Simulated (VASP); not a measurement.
**Pd (space group Fm-3m): computed properties**

Calculation: PBEsol GGA, VASP's PBE PAW potentials (set 64) (plane waves; VASP).

```
Item                                                                                                      Result
----------------------------------  ----------------------------------------------------------------------------
space group                                                                                          Fm-3m (225)
cell                                a = 3.8692 Å, b = 3.8692 Å, c = 3.8692 Å, α = 90.00°, β = 90.00°, γ = 90.00°
volume per atom                                                                                    14.48 Å³/atom
band gap (over mesh and band path)                                      none (metal, semimetal or under 0.01 eV)
Hill bulk modulus                                                                                        208 GPa
Hill shear modulus                                                                                      55.9 GPa
Poisson's ratio                                                                                            0.376
band gap with spin-orbit coupling                                                                none (metallic)
density                                                                                              12.20 g/cm³
C11                                                                                                      254 GPa
C12                                                                                                      184 GPa
C44                                                                                                     76.8 GPa
```

```cif
data_Pd
_chemical_formula_sum 'Pd1'
_space_group_name_H-M_alt 'P 1'
_space_group_IT_number 1
_cell_length_a 2.73592
_cell_length_b 2.73592
_cell_length_c 2.73592
_cell_angle_alpha 60.000
_cell_angle_beta 60.000
_cell_angle_gamma 60.000
loop_
_space_group_symop_operation_xyz
  'x, y, z'
loop_
_atom_site_label
_atom_site_type_symbol
_atom_site_fract_x
_atom_site_fract_y
_atom_site_fract_z
_atom_site_occupancy
Pd1 Pd 0.00000 0.00000 0.00000 1
```

Finite-difference elastic constants of metals are sensitive to mesh and smearing; shear constants can be off by tens of GPa.

The structure comes from a measured Pd entry (Fm-3m) of the Crystallography Open Database, whose conditions weren't checked. It was relaxed first. Symmetry was kept, so distortions that lower it aren't found.
